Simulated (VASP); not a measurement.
An input for Quantum ESPRESSO's pw.x (written as the equivalent of a VASP run, and not itself run):

```
&CONTROL
  calculation = 'scf'
  pseudo_dir = './pseudo'
  outdir = './out'
  tprnfor = .true.
  tstress = .true.
/
&SYSTEM
  ibrav = 0
  nat = 5
  ntyp = 3
  ecutwfc = 88
  occupations = 'smearing'
  smearing = 'gaussian'
  degauss = 0.009996
  input_dft = 'pz'
/
&ELECTRONS
  conv_thr = 7.3e-08
  electron_maxstep = 100
/
ATOMIC_SPECIES
  Y 88.906 Y.upf
  Ru 101.070 Ru.upf
  Si 28.085 Si.upf
CELL_PARAMETERS angstrom
    -2.0778500    2.0778500    4.7685500
     2.0778500   -2.0778500    4.7685500
     2.0778500    2.0778500   -4.7685500
ATOMIC_POSITIONS crystal
  Y    0.0000000  0.0000000  0.0000000
  Ru   0.7500000  0.2500000  0.5000000
  Ru   0.2500000  0.7500000  0.5000000
  Si   0.3750000  0.3750000  0.0000000
  Si   0.6250000  0.6250000  0.0000000
K_POINTS automatic
  8 8 8 0 0 0
```

Task: Translate this input to VASP (INCAR, KPOINTS, POSCAR, choice of POTCAR).

Result: One answer among several that fit: 
KPOINTS:
```
kpoints
0
G
 8 8 8
```

INCAR:
```
ALGO = Normal
EDIFF = 1E-6
ENCUT = 300
ISIF = 2
ISMEAR = 0
LASPH = .True.
LCHARG = .False.
LMAXMIX = 4
LREAL = .False.
LWAVE = .False.
NELM = 100
PREC = Accurate
SIGMA = 0.136
SYSTEM = Y(SiRu)2
```

File POSCAR:
```
Y(SiRu)2
1
   -2.0778500000     2.0778500000     4.7685500000
    2.0778500000    -2.0778500000     4.7685500000
    2.0778500000     2.0778500000    -4.7685500000
Y Ru Si
1 2 2
Direct
  0.0000000000   0.0000000000   0.0000000000
  0.7500000000   0.2500000000   0.5000000000
  0.2500000000   0.7500000000   0.5000000000
  0.3750000000   0.3750000000   0.0000000000
  0.6250000000   0.6250000000   0.0000000000
```

POTCAR, in this order: Y_sv Ru_pv Si (LDA.64 set). Program: vasp_std.

The two are equivalent in intent, not identical: the potentials are each code's own (VASP's PAW set, PseudoDojo norm-conserving files in pw.x), so ENCUT and ecutwfc are chosen apart and not converted; conv_thr bounds pw.x's estimated SCF error, while EDIFF bounds the energy change between steps.

The structure comes from a measured Ru2YSi2 entry of the Crystallography Open Database, whose conditions weren't checked. The cell was not relaxed at this level.
